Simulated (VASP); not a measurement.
Output of a VASP run:

### OUTCAR
```
 ion  position               nearest neighbor table
   1  0.000  0.000  0.000-
  LATTYP: Found a body centered cubic cell.
 ALAT       =     5.2217495396
 Subroutine PRICEL returns:
 Original cell was already a primitive cell.
 Subroutine GETGRP returns: Found 48 space group operations
The static configuration has the point symmetry O_h .
The dynamic configuration has the point symmetry O_h .
 Subroutine INISYM returns: Found 48 space group operations
 Subroutine IBZKPT returns following result:
 Found     56 irreducible k-points:

 Following reciprocal coordinates:
            Coordinates               Weight
  0.000000  0.000000  0.000000      1.000000
  0.090909  0.000000  0.000000     12.000000
  0.181818  0.000000  0.000000     12.000000
  0.272727  0.000000  0.000000     12.000000
  0.363636  0.000000  0.000000     12.000000
  0.454545  0.000000  0.000000     12.000000
  0.090909  0.090909  0.000000     24.000000
  0.181818  0.090909 -0.000000     48.000000
  0.272727  0.090909  0.000000     48.000000
  0.363636  0.090909  0.000000     48.000000
  0.454545  0.090909  0.000000     24.000000
  0.181818  0.181818  0.000000     24.000000
  0.272727  0.181818  0.000000     48.000000
  0.363636  0.181818 -0.000000     48.000000
  0.272727  0.272727  0.000000     24.000000
  0.363636  0.272727 -0.000000     24.000000
  0.090909  0.090909  0.090909      8.000000
  0.181818  0.090909  0.090909     24.000000
  0.272727  0.090909  0.090909     24.000000
  0.363636  0.090909  0.090909     24.000000
 -0.090909  0.090909  0.090909      6.000000
  0.181818  0.181818  0.090909     24.000000
  0.272727  0.181818  0.090909     48.000000
  0.363636  0.181818  0.090909     24.000000
 -0.181818  0.181818  0.090909     24.000000
  0.272727  0.272727  0.090909     24.000000
 -0.272727  0.272727  0.090909     24.000000
 -0.181818  0.272727  0.090909     24.000000
 -0.363636  0.363636  0.090909     24.000000
 -0.272727  0.363636  0.090909     48.000000
 -0.454545  0.454545  0.090909     24.000000
 -0.363636  0.454545  0.090909     48.000000
 -0.272727  0.454545  0.090909     24.000000
 -0.454545 -0.454545  0.090909     24.000000
 -0.363636 -0.454545  0.090909     48.000000
 -0.363636 -0.363636  0.090909      8.000000
  0.181818  0.181818  0.181818      8.000000
  0.272727  0.181818  0.181818     24.000000
 -0.181818  0.181818  0.181818      6.000000
  0.272727  0.272727  0.181818      8.000000
   k-points           NKPTS =     56   k-points in BZ     NKDIM =     56   number of bands    NBANDS=      8
   number of dos      NEDOS =    601   number of ions     NIONS =      1
   total plane-waves  NPLWV =  46656
   dimension x,y,z NGX =    36 NGY =   36 NGZ =   36
   dimension x,y,z NGXF=    72 NGYF=   72 NGZF=   72
   ions per type =               1
   PREC   = accura    normal or accurate (medium, high low for compatibility)
   ISTART =      0    job   : 0-new  1-cont  2-samecut
   ICHARG =      2    charge: 1-file 2-atom 10-const
   ISPIN  =      1    spin polarized calculation?
   LNONCOLLINEAR =      F non collinear calculations
   LSORBIT =      F    spin-orbit coupling
   INIWAV =      1    electr: 0-lowe 1-rand  2-diag
   ENCUT  =  520.0 eV  38.22 Ry    6.18 a.u.   8.41  8.41  8.41*2*pi/ulx,y,z
   NELM   =    100;   NELMIN=  2; NELMDL= -5     # of ELM steps
   EDIFF  = 0.1E-06   stopping-criterion for ELM
   LREAL  =      F    real-space projection
   NLSPLINE    = F    spline interpolate recip. space projectors
   LMAXMIX     =    2 max onsite mixed and CHGCAR
   VOSKOWN=      0    Vosko Wilk Nusair interpolation
   EDIFFG = 0.1E-05   stopping-criterion for IOM
   NSW    =      0    number of steps for IOM
   NBLOCK =      1;   KBLOCK =      1    inner block; outer block
   IBRION =     -1    ionic relax: 0-MD 1-quasi-New 2-CG
   NFREE  =      0    steps in history (QN), initial steepest desc. (CG)
...
```

File OSZICAR:
```
       N       E                     dE             d eps       ncg     rms          rms(c)
DAV:   1     0.486026647524E+02    0.48603E+02   -0.37164E+03   896   0.867E+02
DAV:   2     0.524445119050E+00   -0.48078E+02   -0.47839E+02   896   0.222E+02
DAV:   3    -0.100284262771E+01   -0.15273E+01   -0.15252E+01  1416   0.366E+01
DAV:   4    -0.104494645638E+01   -0.42104E-01   -0.42100E-01  1408   0.453E+00
DAV:   5    -0.104550319921E+01   -0.55674E-03   -0.55690E-03  1528   0.355E-01    0.207E+00
DAV:   6    -0.104553545226E+01   -0.32253E-04   -0.14979E-03  1448   0.297E-01    0.129E+00
DAV:   7    -0.104591059756E+01   -0.37515E-03   -0.30794E-03  1432   0.420E-01    0.563E-02
DAV:   8    -0.104596330490E+01   -0.52707E-04   -0.13299E-04  1376   0.159E-01    0.177E-02
DAV:   9    -0.104597766020E+01   -0.14355E-04   -0.14769E-05  1368   0.338E-02    0.577E-03
DAV:  10    -0.104597691650E+01    0.74369E-06   -0.21146E-06  1432   0.137E-02    0.159E-03
DAV:  11    -0.104597688771E+01    0.28790E-07   -0.48619E-08  1224   0.274E-03
   1 F= -.11748900E+01 E0= -.11748900E+01  d E =0.000000E+00
```

OUTCAR:
```
------------------------ aborting loop because EDIFF is reached ----------------------------------------
 Edisp (eV)   -0.12891
  FORCE on cell =-STRESS in cart. coord.  units (eV):
  Direction    XX          YY          ZZ          XY          YZ          ZX
  --------------------------------------------------------------------------------------
  Total      -0.00048    -0.00048    -0.00048     0.00000    -0.00000     0.00000
  in kB      -0.01072    -0.01072    -0.01072     0.00000    -0.00000     0.00000
  external pressure =       -0.01 kB  Pullay stress =        0.00 kB
  volume of cell :       71.19
      direct lattice vectors                 reciprocal lattice vectors
    -2.610874770  2.610874770  2.610874770     0.000000000  0.191506696  0.191506696
     2.610874770 -2.610874770  2.610874770     0.191506696  0.000000000  0.191506696
     2.610874770  2.610874770 -2.610874770     0.191506696  0.191506696  0.000000000
 POSITION                                       TOTAL-FORCE (eV/Angst)
 -----------------------------------------------------------------------------------
      0.00000      0.00000      0.00000         0.000000      0.000000      0.000000
 -----------------------------------------------------------------------------------
    total drift:                               -0.000000     -0.000000     -0.000000
  FREE ENERGIE OF THE ION-ELECTRON SYSTEM (eV)
  ---------------------------------------------------
  free  energy   TOTEN  =        -1.1748900289 eV

  energy  without entropy=       -1.1748900289  energy(sigma->0) =       -1.17489003

 total charge

# of ion       s       p       d       tot
------------------------------------------
    1        1.981   5.555   0.005   7.541
```
(Selected blocks of OUTCAR.)

POSCAR:
```
K
1
   -2.6108747698     2.6108747698     2.6108747698
    2.6108747698    -2.6108747698     2.6108747698
    2.6108747698     2.6108747698    -2.6108747698
K
1
Direct
  0.0000000000   0.0000000000   0.0000000000
```

**Question.** Reconstruct the remaining input files.

**Answer.** This is not unique; one that fits is the input of the run itself, PBE GGA with D3 dispersion (zero damping), plane waves, VASP's PBE PAW potentials (set 64).

KPOINTS:
```
kpoints
0
Gamma
  11 11 11
```

INCAR:
```
ALGO=Normal
EDIFF=1E-7
ENCUT=520
GGA=PE
ISIF=2
ISMEAR=-5
IVDW=11
LASPH=.TRUE.
LCHARG=.TRUE.
LORBIT=11
LREAL=.FALSE.
LWAVE=.FALSE.
NEDOS=601
NELM=100
PREC=Accurate
SYSTEM=K
```

POTCAR, in this order: K_sv (PBE.64 set). Program: vasp_std.

For a metal the tetrahedron method with Blöchl corrections gives inexact stress and forces.

The compound is K in the bcc structure. It was relaxed first.
